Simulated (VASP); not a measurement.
Level of theory: RPBE GGA, VASP's PBE PAW potentials (set 64) (plane waves; VASP).

VASP ran on this input.

INCAR:
```
ALGO = Normal
EDIFF = 1E-7
ENCUT = 520
GGA = RP
ISIF = 2
ISMEAR = 0
LASPH = .True.
LCHARG = .False.
LMAXMIX = 4
LREAL = .False.
LWAVE = .False.
NELM = 100
PREC = Accurate
SIGMA = 0.05
SYSTEM = ZnSe
```

### POSCAR
```
ZnSe
1
    0.0000000000     2.8771043767     2.8771043767
    2.8771043767     0.0000000000     2.8771043767
    2.8771043767     2.8771043767     0.0000000000
Zn Se
1 1
Direct
  0.0000000000   0.0000000000   0.0000000000
  0.2500000000   0.2500000000   0.2500000000
```

File KPOINTS:
```
Regular mesh
0
Gamma
8 8 8
0 0 0
```

POTCAR, in this order: Zn Se (PBE.64 set). Program: vasp_std.

The run wrote:

OSZICAR:
```
       N       E                     dE             d eps       ncg     rms          rms(c)
DAV:   1     0.885053576678E+02    0.88505E+02   -0.89954E+03   754   0.157E+03
DAV:   2     0.566972369363E+00   -0.87938E+02   -0.83786E+02   799   0.276E+02
DAV:   3    -0.558897271868E+01   -0.61559E+01   -0.61251E+01   954   0.718E+01
DAV:   4    -0.565300455250E+01   -0.64032E-01   -0.64015E-01   814   0.779E+00
DAV:   5    -0.565336959834E+01   -0.36505E-03   -0.36504E-03   914   0.565E-01    0.475E+00
DAV:   6    -0.539475888043E+01    0.25861E+00   -0.62176E-01  1087   0.261E+01    0.358E+00
DAV:   7    -0.538135628155E+01    0.13403E-01   -0.18614E-01   834   0.414E+00    0.148E+00
DAV:   8    -0.538432246031E+01   -0.29662E-02   -0.57070E-03   849   0.668E-01    0.461E-01
DAV:   9    -0.538548310829E+01   -0.11606E-02   -0.17520E-03   834   0.329E-01    0.791E-02
DAV:  10    -0.538572673250E+01   -0.24362E-03   -0.27451E-04   834   0.144E-01    0.180E-02
DAV:  11    -0.538578772183E+01   -0.60989E-04   -0.10436E-04   804   0.874E-02    0.806E-03
DAV:  12    -0.538579385204E+01   -0.61302E-05   -0.11960E-05   869   0.361E-02    0.655E-03
DAV:  13    -0.538579451225E+01   -0.66021E-06   -0.27130E-06   804   0.175E-02    0.136E-03
DAV:  14    -0.538579465164E+01   -0.13939E-06   -0.14841E-07   809   0.516E-03    0.502E-04
DAV:  15    -0.538579471273E+01   -0.61086E-07   -0.34000E-08   577   0.239E-03
   1 F= -.53857947E+01 E0= -.53857947E+01  d E =-.566587E-17
```

OUTCAR:
```
------------------------ aborting loop because EDIFF is reached ----------------------------------------
  FORCE on cell =-STRESS in cart. coord.  units (eV):
  Direction    XX          YY          ZZ          XY          YZ          ZX
  --------------------------------------------------------------------------------------
  Total        0.4994058      0.4994058      0.4994058      0.0000000      0.0000000     -0.0000000
  in kB       16.7983772     16.7983772     16.7983772      0.0000000      0.0000000     -0.0000000
  external PRESSURE =      16.7983772 kB  Pullay stress =       0.0000000 kB
  volume of cell :       47.63
      direct lattice vectors                 reciprocal lattice vectors
     0.000000000  2.877104377  2.877104377    -0.173785840  0.173785840  0.173785840
     2.877104377  0.000000000  2.877104377     0.173785840 -0.173785840  0.173785840
     2.877104377  2.877104377  0.000000000     0.173785840  0.173785840 -0.173785840
  FREE ENERGIE OF THE ION-ELECTRON SYSTEM (eV)
  ---------------------------------------------------
  free  energy   TOTEN  =        -5.3857947127 eV

  energy  without entropy=       -5.3857947127  energy(sigma->0) =       -5.38579471
```
(Selected blocks of OUTCAR.)

The compound is ZnSe in the zinc blende structure. This cell is one point of a volume scan, at 0.97 of the reference volume.
